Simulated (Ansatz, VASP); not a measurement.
## CS3 in VASP and in Ansatz

File INCAR:

```
SYSTEM = CS3
PREC = Accurate
ENCUT = 520
EDIFF = 1E-6
ISMEAR = 0
SIGMA = 0.1
LREAL = .FALSE.
LASPH = .TRUE.
NELM = 60
ALGO = Normal
ISIF = 2
LWAVE = .FALSE.
LCHARG = .FALSE.
GGA = PE
IVDW = 12
NBANDS = 32
```

Contents of KPOINTS:

```
Automatic mesh
0
G
  3 3 4
  0 0 0
```

The input POSCAR:

```
CS3
1.0
    6.3045426000      0.0000000000      0.0000000000
   -3.1522713000      5.4598940500      0.0000000000
    0.0000000000      0.0000000000      4.6965183100
C S
2 6
Direct
    0.6666666700      0.3333333300      0.2500000000
    0.3333333300      0.6666666700      0.7500000000
    0.1508466300      0.3016932600      0.2500000000
    0.6983067400      0.8491533700      0.2500000000
    0.1508466300      0.8491533700      0.2500000000
    0.8491533700      0.1508466300      0.7500000000
    0.3016932600      0.1508466300      0.7500000000
    0.8491533700      0.6983067400      0.7500000000
```

Input for Ansatz:

```yaml
crystal:
  lattice:
    - [6.3045426, 0.0, 0.0]
    - [-3.1522713, 5.45989405, 0.0]
    - [0.0, 0.0, 4.69651831]
  atoms:
    - { symbol: C, position: [0.66666667, 0.33333333, 0.25] }
    - { symbol: C, position: [0.33333333, 0.66666667, 0.75] }
    - { symbol: S, position: [0.15084663, 0.30169326, 0.25] }
    - { symbol: S, position: [0.69830674, 0.84915337, 0.25] }
    - { symbol: S, position: [0.15084663, 0.84915337, 0.25] }
    - { symbol: S, position: [0.84915337, 0.15084663, 0.75] }
    - { symbol: S, position: [0.30169326, 0.15084663, 0.75] }
    - { symbol: S, position: [0.84915337, 0.69830674, 0.75] }
basis:
  ecutwfc: 420
kpoints:
  mp_grid: { grid: [3, 3, 4] }
hamiltonian:
  xc: pbe
  dispersion: d3bj
scf:
  occupations: { method: gaussian, width: 0.1 }
  lower_state_search: "off"
output:
  forces: true
  stress: true
  eigenvalues: true
```

Change from the starting cell: species swapped into the SmAg3 type (P6_3/mmc, No. 194).

Alike in both runs: task single point; functional PBE; dispersion D3(BJ); k mesh 3 × 3 × 4; occupations gaussian, width 0.1 eV; no spin polarisation.

|  | VASP | Ansatz |
| --- | --- | --- |
| version | VASP 6.6.1 | Ansatz 0.2.0 |
| potentials or method | VASP PAW PBE potentials, release 64 (C, S) | scalar-relativistic, plane waves, PAW |
| plane-wave cutoff (eV) | 520 | 420 |
| valence electrons in the cell | 44 | 44 |

|  | VASP | Ansatz | Ansatz less VASP |
| --- | --- | --- | --- |
| gap on the k mesh at the Fermi level (eV) | none | none | - |
| pressure (GPa) | -15.2 | -15.2 | +0.07 |
| largest component of the traceless stress (GPa) | 7.03 | 7.04 | +0.005 |
| rms of the force components (eV/Å) | 0.126 | 0.128 | +0.0016 |

Atom by atom the forces differ by 0.002 eV/Å (rms over components). A gap of «none» marks a metal or a gap that the smearing closes.

Caveats: the k mesh is coarse (spacing up to 0.38 Å⁻¹), so the values aren't converged; so large a pressure means that the cell lies far from this level's equilibrium, or that cutoff or potentials fall short (VASP); pairwise dispersion overbinds metals, which lowers pressure and volume.
